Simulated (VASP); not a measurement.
Given:

```
Cu16Cl
1.0
    5.13572     0.00000     0.00000
    2.56786     4.44767     0.00000
    0.00000     0.00000    20.37334
Cu Cl
16 1
Direct
  0.00000   0.00000   0.34563
  0.50000   0.00000   0.34563
  0.00000   0.50000   0.34563
  0.50000   0.50000   0.34563
  0.16667   0.16667   0.44854
  0.66667   0.16667   0.44854
  0.16667   0.66667   0.44854
  0.66667   0.66667   0.44854
  0.83333   0.33333   0.55146
  0.33333   0.33333   0.55146
  0.83333   0.83333   0.55146
  0.33333   0.83333   0.55146
  0.00000   0.00000   0.65437
  0.50000   0.00000   0.65437
  0.00000   0.50000   0.65437
  0.50000   0.50000   0.65437
  0.33333   0.33333   0.72369
```

Computed with PBE GGA, VASP's PBE PAW potentials (set 64) (plane waves; VASP). Numerical set-up: PREC = Normal, EDIFF = 1E-5, 400 eV cut-off, 6×6×1 Γ-centred mesh, first-order Methfessel-Paxton smearing of 0.10 eV, potentials Cu Cl.

Problem. The ions are relaxed. Give the cell that the relaxation ends in.

Solution. 
```
Cu16Cl
1.0
    5.13572     0.00000     0.00000
    2.56786     4.44767     0.00000
    0.00000     0.00000    20.37334
Cu Cl
16 1
Direct
  0.00000   0.00000   0.34557
  0.50050   0.99901   0.34617
  0.99901   0.50050   0.34617
  0.50050   0.50050   0.34617
  0.16640   0.16640   0.44798
  0.66720   0.16640   0.44798
  0.16640   0.66720   0.44798
  0.66667   0.66667   0.44778
  0.83222   0.33557   0.55033
  0.33333   0.33333   0.54859
  0.83222   0.83222   0.55033
  0.33557   0.83222   0.55033
  0.00000   0.00000   0.64792
  0.50208   0.99584   0.65219
  0.99584   0.50208   0.65219
  0.50208   0.50208   0.65219
  0.33333   0.33333   0.74381
```

Problem. How much energy does the relaxation gain?

Solution. The energy (σ→0) changes by -67.7 meV/atom, in 13 ionic steps.

The cell is a thin slab with vacuum, built from Cu (fcc): (111) face, Cl adsorbed.
